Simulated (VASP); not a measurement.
Here is the system:

```
CELL_PARAMETERS angstrom
      0.00000     2.70284     2.70284
      2.70284     0.00000     2.70284
      2.70284     2.70284     0.00000
ATOMIC_POSITIONS crystal
  Yb 0.00000 0.00000 0.00000
```

Method: optB86b-vdW, VASP's PBE PAW potentials (set 64) (plane waves; VASP 6.6.1). Numerical set-up: 520 eV cut-off, 9×9×9 Γ-centred mesh, Gaussian smearing of 0.050 eV, potentials Yb_2.

The 4f electrons are frozen in the core of the lanthanide potential, so 4f levels, which can set the real gap, and their magnetism are missing.

Q: Estimate the energy per atom (σ→0).

A: 
- energy per atom (σ→0): 924 meV/atom

Only differences to runs with the same potentials and settings are physical.

The compound is Yb in the fcc structure. This cell is one point of a volume scan, at 1.06 of the reference volume.
